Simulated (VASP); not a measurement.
Given:

```
SrTe
1.0
    0.00000     3.33000     3.33000
    3.33000     0.00000     3.33000
    3.33000     3.33000     0.00000
Sr Te
1 1
Direct
  0.00000   0.00000   0.00000
  0.50000   0.50000   0.50000
```

The numbers are results of PBEsol GGA, VASP's PBE PAW potentials (set 64) (plane waves; VASP 6.6.1), not measurements. Numerical set-up: 300 eV cut-off, 6×6×6 Γ-centred mesh, Fermi-Dirac smearing of 0.010 eV, potentials Sr_sv Te.

Unless said otherwise, spin-orbit coupling is left out, though it shifts the bands of the heavy elements here.

### Question
What does the run give for the energy per atom (σ→0), band gap (on the k-mesh) with the smallest direct gap where there is one?

### Answer

```json
{
  "band gap (on the k-mesh)": "1.61 eV",
  "smallest direct gap (on the k-mesh)": "2.36 eV",
  "energy per atom (σ→0)": "-4.415 eV/atom"
}
```

The structure is a typed SrTe crystal (Fm-3m). The cell was not relaxed at this level.
